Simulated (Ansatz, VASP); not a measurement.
# Cross-check of Hf2COF (Hf2COF MXene monolayer) between VASP and Ansatz

Aim: how closely do two programs agree when they are given the same cell, functional and k mesh? Of the first pair: The structure shown is the start of the Ansatz relaxation below; VASP solves that cell, so the two are compared at the walk's first step.

Method: plane waves, with VASP 6.6.1 beside it; single point at PBE with D3(BJ), in Ansatz 0.2.0.

### Step 1. The starting structure

The cell holds 5 atoms: 1 F, 2 Hf, 1 C and 1 O. Its edges and angles: a = 3.289 Å, b = 3.289 Å, c = 40.572 Å, α = 90.0°, β = 90.0°, γ = 120.0°. Vacuum lies along c.

### Step 2. Ansatz: relaxation, PBE with D3(BJ)

Ansatz runs on its PAW soft_1 files.

The two programs are compared at the cell with which this relaxation starts, whose forces are those of its first step.

File input.yaml:

```yaml
crystal:
  lattice:
    - [3.289, 0.0, 0.0]
    - [-1.6445, 2.848357553, 0.0]
    - [0.0, 0.0, 40.5718145983]
  atoms:
    - { symbol: F, position: [0.3333333333, 0.6666666667, 0.4411929853] }
    - { symbol: Hf, position: [0.6666666667, 0.3333333333, 0.4657812231], spin: 1.0 }
    - { symbol: C, position: [0.0, 0.0, 0.4977677583] }
    - { symbol: Hf, position: [0.3333333333, 0.6666666667, 0.5297542934], spin: 1.0 }
    - { symbol: O, position: [0.6666666667, 0.3333333333, 0.5588070147] }
  periodic: [true, true, false]
magnetization:
  spin_polarized: true
kpoints:
  mp_grid: { grid: [12, 12, 1] }
hamiltonian:
  xc: pbe
  dispersion: d3bj
  pseudopotentials: { kind: paw, azcp: { folder: soft_1 } }
scf:
  occupations: { method: fermi_dirac, width: 0.05 }
  convergence: { dr2_threshold: 1.0e-09 }
relax:
  f_tol: 0.004
  max_steps: 90
  cell: {}
output:
  write_potential: true
  write_density: true
  volumetric_format: npy
```

Launch:

```
ansatz run input.yaml --threads 2 --pin off --max-ram 3072MiB --backend cpu --events-out ev --progress --plain --runs-dir out
```

Numbers of over 12 decimals in the logs are rounded to 6 here.

The log of the run:

```text
Warning: relax.cell: scf.convergence.dr2_threshold = 1e-9 eV is looser than the 2.29140738368e-10 eV advised for a relaxation that steers and ends on the stress (1e-10 eV for each atom of the cell: 5, times the square of relax.cell.stress_2d_tol = 0.05 N/m over 14.8 Å (the atoms' height at the walk's start and 5 Å past either face), 3.385e-2 GPa, over a crystal's default 0.05). What an SCF threshold leaves in a stress goes as its square root, and in the free energy as the threshold itself, and one threshold admits the most on a small cell: [figures from the program's tests cut] Set scf.convergence.dr2_threshold to 2.29140738368e-10 eV or tighter. [rest of the remark cut]
Engine: ansatz 0.2.0, aarch64-unknown-linux-gnu
Pseudopotentials: kind: paw
Pseudopotential: F, paw, valence charge 7, recommended cutoff 420 eV (normal), soft_1/F.paw.azcp
Pseudopotential: Hf, paw, valence charge 26, recommended cutoff 420 eV (normal), soft_1/Hf.paw.azcp
Pseudopotential: C, paw, valence charge 4, recommended cutoff 420 eV (normal), soft_1/C.paw.azcp
Pseudopotential: O, paw, valence charge 6, recommended cutoff 420 eV (normal), soft_1/O.paw.azcp
Functional definition: PBE
  parameter kappa = 0.804
  parameter beta = 0.066725
  exchange = pbe_x(kappa = kappa, mu = beta*pi^2/3)
  correlation = pbe_c(beta = beta)
Crystal: 5 atoms, lattice volume = 380.087 Å³
Basis set: ecut = 420 eV, 7587 PW (Γ), exchange–correlation on 48×48×576 points (8 copies of the dense FFT grid, shifted against one another)
Bands: 43, of which v1, the nominal top of the filled ones, is band 35 counted from 1 (34 counted from 0)
Symmetry: 6 space group operations
Space group: P3m1 (ITA 156), of the structure as read, at distance tolerance 7.2e-5 Å
Magnetic group: BNS 156.49 (UNI 1279), of the structure as read, at distance tolerance 7.2e-5 Å
k-points: 19 of 144 (time reversal used)
Non-local potential: F, projectors of the file, l = 0: 2, l = 1: 2, l = 2: 1
Non-local potential: Hf, projectors of the file, l = 0: 3, l = 1: 2, l = 2: 2, l = 3: 3
Non-local potential: C, projectors of the file, l = 0: 2, l = 1: 2, l = 2: 1
Non-local potential: O, projectors of the file, l = 0: 2, l = 1: 2, l = 2: 1
PAW form: soft (Blöchl's): semilocal exchange-correlation on the pseudo side does not see the compensation charge
PAW one-centre angular grid: F, 110 points (default); XC on 64 Gauss nodes
PAW one-centre angular grid: Hf, 590 points (default); XC on 64 Gauss nodes
PAW one-centre angular grid: C, 110 points (default); XC on 64 Gauss nodes
PAW one-centre angular grid: O, 110 points (default); XC on 64 Gauss nodes
Initial density: superposition of atomic densities (neutral atoms: chi_scale 0, normalization atom)
Starting moments: Σ|m| = 2 μB on 2 of 5 sites
Initial wavefunctions: pseudopotential atomic-orbital guess
Functional: x = pbe(κ = 0.804, μ = 0.219515), c = pbe(β = 0.066725)
SCF iter   1: F=—  HF=-33082.597404 eV  |F-HF|=—  |Δ(HF+E_count)|=         —  Δρ=3.18e-2 (↑3.18e-2 ↓3.08e-2)  dr2=2.96e1  dr2_m=1.55e-1  M=0.449 μB ∫|m|=0.592 μB  β_m=0.30  ethr=3.10e-3  ⟨swp⟩=14.4  Hψ=10408  notcnv=0
Mixer restart at iter 1: flushing history
preconditioner: auto → Resta (q_TF=auto, 2.053 Å⁻¹)  ε∞=1.7  [insulator: Δε(μ)=0.283 eV  Ē_g=17.768 eV  σ=0.050 eV  W_gap=0.89  n_scr=26 (ndim 8)  ℏωp=15.4 eV  f_vac=0.807  D(μ)=0.29/eV (n_scr^D=4)  ε∞_Penn≈1.7  vacuum switching on, ρ_ref=2.3e-2 e/Å³]
spin=Collinear: Resta preconditioning applied to the charge; magnetization (m = ρ↑ − ρ↓) channel mixes plain (no charge-response kernel on spin).
SCF iter   2: F=—  HF=-33077.500409 eV  |F-HF|=—  |Δ(HF+E_count)|=    5.10e0  Δρ=1.61e-2 (↑1.61e-2 ↓1.60e-2)  dr2=2.11e1  dr2_m=7.98e-2  M=0.555 μB ∫|m|=0.629 μB  β_m=0.26  ethr=3.10e-3  ⟨swp⟩=8.1  Hψ=5085  notcnv=0  defer=98
preconditioner: auto → LDOS  [metal: Δε(μ)=0.018 eV  Ē_g=17.753 eV  σ=0.050 eV  W_gap=0.09  n_scr=26 (ndim 8)  ℏωp=15.4 eV  f_vac=0.811  D(μ)=2.81/eV (n_scr^D=14)]
spin=Collinear: LDOS preconditioning applied to the charge; magnetization (m = ρ↑ − ρ↓) channel mixes plain (no charge-response kernel on spin).
SCF iter   3: F=—  HF=-33077.093163 eV  |F-HF|=—  |Δ(HF+E_count)|=   4.07e-1  Δρ=1.13e-2 (↑1.13e-2 ↓1.02e-2)  dr2=2.49e0  dr2_m=6.07e-2  M=0.395 μB ∫|m|=0.505 μB  β_m=0.52  ethr=3.10e-3  ⟨swp⟩=5.6  Hψ=3497  notcnv=0  defer=69
[...]
spin=Collinear: LDOS preconditioning applied to the charge; magnetization (m = ρ↑ − ρ↓) channel mixes plain (no charge-response kernel on spin).
SCF iter   2: F=—  HF=-33077.651556 eV  |F-HF|=—  |Δ(HF+E_count)|=   1.46e-6  Δρ=5.72e-7 (↑5.69e-7 ↓5.72e-7)  dr2=3.18e-9  dr2_m=6.35e-12  M=0.000 μB ∫|m|=0.000 μB  β_m=0.33  ethr=6.06e-12  ⟨swp⟩=8.5  Hψ=10026  notcnv=0
SCF iter   3: F=—  HF=-33077.651556 eV  |F-HF|=—  |Δ(HF+E_count)|=   1.80e-9  Δρ=2.86e-7 (↑2.78e-7 ↓2.86e-7)  dr2=7.57e-10  dr2_m=7.02e-12  M=0.000 μB ∫|m|=0.000 μB  β_m=0.64  ethr=4.60e-12  ⟨swp⟩=2.6  Hψ=3089  notcnv=0
SCF iter   4: F=-33077.651556 eV  HF=-33077.651556 eV  |F-HF|=2.14e-9  |Δ(HF+E_count)|=   1.09e-9  Δρ=1.12e-7 (↑1.06e-7 ↓1.12e-7)  dr2=1.12e-10  dr2_m=2.32e-12  M=0.000 μB ∫|m|=0.000 μB  ethr=1.10e-12  ⟨swp⟩=19.4  Hψ=19782  notcnv=0
the starting moments were not kept: the SCF closed with an absolute magnetisation of 4.5e-6 μB, where they sum to 2 μB in size (2 sites). That is at most 0.1 of that sum. Measured as dr2_m measures the in/out step, that magnetisation stands 1.7e-12 eV from none, at or under the dr2_threshold of 1.0e-9 eV: it is no larger than a step whose dr2_m would equal this threshold.
SCF 10 converged in 4 iterations: F = -33077.651556 eV  dr2 = 1.12e-10
relax step  10: F+E_penalty+E_count = -33077.65155585 eV  Δ(F+E_penalty+E_count) = +4.822e-5 eV  max|allowed force component| = 8.396e-4 eV/Å  Δτ_max = 0.0000 Å  P = -0.018 N/m  Ω = 369.807 Å³  fix = [c, alpha, beta]  reactions: c -0.000 N/m  stress off target by 1.83e-2 N/m on what of the cell is left free  SCF on the basis re-selected at this cell (its energy is not comparable with the rows above)  (4 SCF iters)
basis re-selected at this cell: Δ(F+E_penalty+E_count) = +4.822e-5 eV, ΔP = -0.001 N/m vs the last step (what re-selecting the basis moved, of the pressure what is left beyond the Pulay correction that the steps carried, after the strain that the cell walked since its last selection, with what the two solves' SCF thresholds leave and, on support functions, any second-order correction that the steps lacked; it is no m [...]
WARN: The output density's exchange-correlation potential varies sharply where the density is thin. Do not read a vacuum level from v_tot or v_xc, or from such a field of the output density. On a cell that repeats whose density bears no net charge and no dipole along the vacuum's axis use v_es (v_loc + v_h of the components); under efield.dipole_correction with no amplitude use v_es + v_field, which holds any externa [...]
SCF converged after 4 iterations
Magnetization: 0.0000 μB (34.5000 up, 34.5000 down)
Absolute magnetization: 0.0000 μB (∫|ρ↑−ρ↓|, with the PAW one-centre terms)
Spin contamination: 0.0000 ħ² per cell (⟨S²⟩ above its minimum at these occupations)
Per-site moments (μB) at R_I (Å): [(5.849931795197933e-8, 0.949742), (9.191404458220376e-7, 0.918384), (-5.600919085087007e-7, 0.918384), (2.145622988785423e-7, 0.871830), (7.920434991656831e-8, 0.871830)]
Free energy (F): -33077.651556 eV
Harris-Foulkes:  -33077.651556 eV  (|F-HF|=2.14e-9)
Internal energy: -33077.636965 eV  (E = F + TS)
E sigma→0 (E₀):  -33077.644260 eV
Entropy (-TS):   -0.014591 eV (-2.918 meV/atom)
Fermi energy:    -4.221705 eV
--- Per-component energies (eV) ---
  E_band       = -1483.942074
  E_kinetic    = 1268.063682
  E_local      = -404908.093162  (includes V_loc(G=0)·N_el)
  E_nonlocal   = 285.433004
  E_hartree    = 201437.774041
  E_xc         = -729.573390
  E_vxc        = -759.058453  (∫ρ·V_xc dr)
  E_paw        = -15864.317124  (= ΣΔE_a)
  E_vpaw       = -245.834741  (= ΣTr[D̂ρ^β])
  E_aug_tail   = 0.001577  (compensation charges beyond the density's cutoff)
  E_ewald      = 185433.980917
  E_disp       = -0.906511  (pairwise vdW)
  E_smearing   = -0.014591  (= −TS)
  E_closure    = -0.000000  (closes the sum)
  Σ components = -33077.651556   (vs F -33077.651556, Δ=0.00e0)
--- Forces (eV/Å), atoms counted from 1 ---
  atom   1  F      0.00000000     0.00000000     0.00081349
  atom   2  Hf     0.00000000    -0.00000000    -0.00005348
  atom   3  C     -0.00000000     0.00000000     0.00010292
  atom   4  Hf     0.00000000    -0.00000000    -0.00083980
  atom   5  O      0.00000000    -0.00000000    -0.00002396
  max |Σ_I F_I| component: 8.35e-7 eV/Å
--- 2D stress c σ (N/m, compression-positive) ---
       -0.018319      -0.000000      -0.000000
       -0.000000      -0.018319      -0.000000
       -0.000000      -0.000000      -0.000000
  P = ½ c Tr σ = -0.0183 N/m
--- Band table (eV; the first three rows and the last of 38) ---
  k-point 0 ↑: bands = [... 31 lower, -7.6996, -6.5801, -6.5801, -3.2931, -3.2931, -3.2482, -2.5637, -1.1336, ... 4 higher]
  k-point 1 ↑: bands = [... 31 lower, -7.6019, -6.8918, -6.6476, -3.6630, -3.1798, -2.9653, -2.5663, -1.1326, ... 4 higher]
  k-point 2 ↑: bands = [... 31 lower, -7.7610, -7.2600, -6.8010, -4.1186, -2.9915, -2.8143, -2.2100, -1.1286, ... 4 higher]
  k-point 18 ↓: bands = [... 31 lower, -8.2185, -7.9266, -7.7116, -3.2748, -2.4830, -2.0907, -0.8187, -0.7414, ... 4 higher]
  the weakly bound empty levels are not read free of the cell's end (no_gap_told)
--- Relaxed structure (8 steps of the walk, 7 accepted, 2 SCFs on fresh bases) ---
  F+E_penalty+E_count = -33077.65155585 eV   max|allowed force component| = 8.396e-4 eV/Å   (the final SCF, on the basis selected at the relaxed cell)
  cell:  # Å, volume = 369.8070 Å³
    - [3.244218, 0, 0]
    - [-1.622109, 2.809575, 0]
    - [0, 0, 40.5718145983]
  atoms:
    - { symbol: F, position: [0.333333, 0.666667, 0.435752] }
    - { symbol: Hf, position: [0.666667, 0.333333, 0.468753] }
    - { symbol: C, position: [2.9657902594616916e-19, 0, 0.498417] }
    - { symbol: Hf, position: [0.333333, 0.666667, 0.533124] }
    - { symbol: O, position: [0.666667, 0.333333, 0.557257] }
```

Reading the cycles: dr2 is the Hartree energy of the density residual (eV), the measure of convergence; HF is the Harris–Foulkes estimate of the energy, which meets the free energy F at convergence.

(Continued in part 2 of 2.)

[Lines on the potential files, build, host, timing and source positions are cut from VASP's logs without a mark.]

[Logs are printed without paths, hosts, clocks, repeated set-up lines and the standing remarks that a program may print on its own settings, such as how far it seeks lower states.]

[Hosts, paths, dates, database ids (printed as entryN), source tags and the programs' standing remarks are cut or masked in the printed files.]
